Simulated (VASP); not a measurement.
Method: SCAN meta-GGA, VASP's PBE PAW potentials (set 64) (plane waves; VASP). For the first row: Run with 520 eV cut-off, 8×8×8 Γ-centred mesh, Gaussian smearing of 0.050 eV, potentials Ga_d P.

| system | energy (eV/atom) |
|---|---|
| GaP (zinc blende) | -13.8295 |
| Ga atom | -13.3947 |
| P atom | -6.9632 |

Atoms are spin-polarised in a large box without symmetry, with the spin fixed by Hund's rule, and may not be in the lowest state of each functional; no zero-point energy is added.

**Question.** What is the cohesive energy per atom of GaP?

**Answer.** The references average (1×(-13.3947) + 1×(-6.9632))/2 = -10.1790 eV, so the cohesive energy is -10.1790 − (-13.8295) = 3.651 eV/atom. Measured: 3.610 eV/atom at 0 K (as given by Daniel Mejia-Rodriguez et al., Physical Review B (2018), arXiv:1807.09216; static lattice: zero-point vibration energy added).
